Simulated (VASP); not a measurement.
Method: r2SCAN meta-GGA, VASP's PBE PAW potentials (set 64) (plane waves; VASP).

The input files of a VASP run:

File KPOINTS:
```
kpoints
0
Gamma
 13 13 13
0 0 0
```

**INCAR**
```
SYSTEM = Ru
PREC = Accurate; ENCUT = 400; LREAL = .False.
LASPH = .True.
EDIFF = 1E-6; NELM = 100; ALGO = Normal
LMAXMIX = 4; LMIXTAU = .True.
ISMEAR = 1; SIGMA = 0.1
METAGGA = R2SCAN
IBRION = 2; NSW = 60; ISIF = 3
EDIFFG = -0.01
LWAVE = .False.; LCHARG = .False.
```

File POSCAR:
```
Ru
1
    2.4727960000     0.0000000000     0.0000000000
    0.0000000000     2.4727960000     0.0000000000
    0.0000000000     0.0000000000     2.4727960000
Ru
1
Direct
  0.0000000000   0.0000000000   0.0000000000
```

POTCAR, in this order: Ru_pv (PBE.64 set). Program: vasp_std.

The resulting files:

OSZICAR:
```
       N       E                     dE             d eps       ncg     rms          rms(c)
DAV:   1     0.691003851191E+02    0.69100E+02   -0.78130E+03  1902   0.112E+03
DAV:   2    -0.279622459404E+02   -0.97063E+02   -0.92812E+02  1947   0.320E+02
DAV:   3    -0.292749418251E+02   -0.13127E+01   -0.12977E+01  2103   0.405E+01
DAV:   4    -0.292799868038E+02   -0.50450E-02   -0.50430E-02  2042   0.275E+00
DAV:   5    -0.292800156816E+02   -0.28878E-04   -0.28878E-04  2088   0.203E-01    0.144E+01
DAV:   6    -0.240028079835E+02    0.52772E+01   -0.57275E+00  1884   0.306E+01    0.174E+00
DAV:   7    -0.242688425906E+02   -0.26603E+00   -0.49000E-01  1869   0.810E+00    0.223E+00
DAV:   8    -0.242408296445E+02    0.28013E-01   -0.89797E-02  1920   0.297E+00    0.689E-01
DAV:   9    -0.242541621793E+02   -0.13333E-01   -0.18021E-02  1884   0.128E+00    0.120E-01
DAV:  10    -0.242542704587E+02   -0.10828E-03   -0.21834E-03  1920   0.437E-01    0.115E-01
DAV:  11    -0.242547561192E+02   -0.48566E-03   -0.96729E-04  1905   0.302E-01    0.330E-02
DAV:  12    -0.242545815689E+02    0.17455E-03   -0.23957E-04  1923   0.129E-01    0.365E-02
DAV:  13    -0.242546533159E+02   -0.71747E-04   -0.44417E-05  1887   0.744E-02    0.133E-02
DAV:  14    -0.242547486856E+02   -0.95370E-04   -0.60918E-05  1920   0.538E-02    0.192E-03
DAV:  15    -0.242547542187E+02   -0.55331E-05   -0.41260E-06  1935   0.153E-02    0.816E-04
DAV:  16    -0.242547548143E+02   -0.59560E-06   -0.38643E-07  1011   0.590E-03
   1 F= -.24254755E+02 E0= -.24254712E+02  d E =-.242548E+02
       N       E                     dE             d eps       ncg     rms          rms(c)
DAV:   1    -0.258925287968E+02   -0.16378E+01   -0.32047E+01  1860   0.845E+01    0.868E+00
DAV:   2    -0.241218564634E+02    0.17707E+01   -0.49825E+00  1863   0.269E+01    0.237E+00
DAV:   3    -0.241884782546E+02   -0.66622E-01   -0.98520E-02  1857   0.381E+00    0.138E+00
DAV:   4    -0.241969089172E+02   -0.84307E-02   -0.79161E-02  1866   0.264E+00    0.635E-01
DAV:   5    -0.242195670643E+02   -0.22658E-01   -0.11203E-02  1857   0.117E+00    0.301E-01
DAV:   6    -0.242173196633E+02    0.22474E-02   -0.67954E-03  1917   0.714E-01    0.111E-01
DAV:   7    -0.242211794409E+02   -0.38598E-02   -0.53772E-03  1869   0.727E-01    0.571E-02
DAV:   8    -0.242217582289E+02   -0.57879E-03   -0.35618E-04  1869   0.195E-01    0.769E-03
DAV:   9    -0.242217613698E+02   -0.31410E-05   -0.27811E-05  1896   0.561E-02    0.242E-03
DAV:  10    -0.242217622206E+02   -0.85078E-06   -0.21072E-06  1884   0.170E-02
   2 F= -.24221762E+02 E0= -.24221835E+02  d E =0.329926E-01
       N       E                     dE             d eps       ncg     rms          rms(c)
DAV:   1    -0.250798012202E+02   -0.85804E+00   -0.15507E+01  1860   0.570E+01    0.823E+00
DAV:   2    -0.242271838911E+02    0.85262E+00   -0.23638E+00  1860   0.190E+01    0.127E+00
DAV:   3    -0.242458541389E+02   -0.18670E-01   -0.59239E-02  1857   0.304E+00    0.762E-01
DAV:   4    -0.242527813754E+02   -0.69272E-02   -0.39754E-02  1860   0.198E+00    0.659E-01
DAV:   5    -0.242604606662E+02   -0.76793E-02   -0.69126E-03  1854   0.980E-01    0.248E-01
DAV:   6    -0.242598525289E+02    0.60814E-03   -0.23581E-03  1899   0.389E-01    0.890E-02
DAV:   7    -0.242610696669E+02   -0.12171E-02   -0.14851E-03  1863   0.409E-01    0.283E-02
DAV:   8    -0.242611837044E+02   -0.11404E-03   -0.10035E-04  1866   0.969E-02    0.256E-03
DAV:   9    -0.242611843152E+02   -0.61077E-06   -0.26200E-06  1923   0.189E-02
   3 F= -.24261184E+02 E0= -.24261162E+02  d E =-.642950E-02
```

File OUTCAR:
```
------------------------ aborting loop because EDIFF is reached ----------------------------------------
  FORCE on cell =-STRESS in cart. coord.  units (eV):
  Direction    XX          YY          ZZ          XY          YZ          ZX
  --------------------------------------------------------------------------------------
  Total       -0.0091510     -0.0091510     -0.0091510     -0.0000000      0.0000000      0.0000000
  in kB       -0.9472978     -0.9472978     -0.9472978     -0.0000000      0.0000000      0.0000000
  external PRESSURE =      -0.9472978 kB  Pullay stress =       0.0000000 kB
  volume of cell :       15.48
      direct lattice vectors                 reciprocal lattice vectors
     2.492088226 -0.000000000 -0.000000000     0.401269903  0.000000000 -0.000000000
    -0.000000000  2.492088226 -0.000000000     0.000000000  0.401269903 -0.000000000
     0.000000000  0.000000000  2.492088226     0.000000000  0.000000000  0.401269903
 POSITION                                       TOTAL-FORCE (eV/Angst)
 -----------------------------------------------------------------------------------
      0.00000      0.00000      0.00000         0.000000      0.000000      0.000000
 -----------------------------------------------------------------------------------
    total drift:                                0.000000      0.000000      0.000000
  FREE ENERGIE OF THE ION-ELECTRON SYSTEM (eV)
  ---------------------------------------------------
  free  energy   TOTEN  =       -24.2611843152 eV

  energy  without entropy=      -24.2611182807  energy(sigma->0) =      -24.26116230

 reached required accuracy - stopping structural energy minimisation
```
(Selected blocks of OUTCAR.)

### CONTCAR
```
Ru
   1.00000000000000
     2.4920882255929580   -0.0000000000000000   -0.0000000000000000
    -0.0000000000000000    2.4920882255929580   -0.0000000000000000
     0.0000000000000000    0.0000000000000000    2.4920882255929580
  Ru
     1
Direct
     0.0000000000000000    0.0000000000000000    0.0000000000000000
```

OUTCAR:
```
 val. band max:       10.7885471034   @ k =   0.3077   0.0769   0.0769

 cond. band min:      10.8254388870   @ k =   0.3846   0.2308   0.1538


 Fermi energy:        10.8193258493

 k-point     1 :       0.0000    0.0000    0.0000
  band No.  band energies     occupation
      1     -32.9586      2.00000
      2     -32.9586      2.00000
      3     -32.9586      2.00000
      4       3.3214      2.00000
      5       5.0046      2.00000
      6       5.0046      2.00000
      7      12.5324     -0.00000
      8      12.5324     -0.00000
      9      12.5324     -0.00000
     10      19.8044      0.00000
     11      28.4700      0.00000

 k-point     2 :       0.0769    0.0000    0.0000
  band No.  band energies     occupation
      1     -33.0314      2.00000
      2     -32.9525      2.00000
      3     -32.9525      2.00000
      4       3.5119      2.00000
      5       5.0475      2.00000
      6       5.2067      2.00000
      7      12.3319     -0.00000
      8      12.3319     -0.00000
      9      12.5476     -0.00000
     10      19.8043      0.00000
     11      27.3522      0.00000

 k-point     3 :       0.1538    0.0000    0.0000
  band No.  band energies     occupation
      1     -33.2317      2.00000
      2     -32.9356      2.00000
      3     -32.9356      2.00000
      4       3.9922      2.00000
      5       5.1684      2.00000
      6       5.8530      2.00000
      7      11.8112     -0.00000
      8      11.8112     -0.00000
      9      12.5902     -0.00000
     10      19.8037      0.00000
     11      25.1440      0.00000

 k-point     4 :       0.2308    0.0000    0.0000
  band No.  band energies     occupation
      1     -33.5072      2.00000
      2     -32.9119      2.00000
      3     -32.9119      2.00000
      4       4.5848      2.00000
      5       5.3443      2.00000
      6       6.9638      2.00000
      7      11.1471     -0.00004
      8      11.1471     -0.00004
      9      12.6505     -0.00000
...
```

Energy and stress use the plane-wave basis of the starting cell.

The structure was generated: Ru was put into the simple-cubic type (Pm-3m), which need not be its known phase. This run relaxes it. Symmetry was kept, so distortions that lower it aren't found.
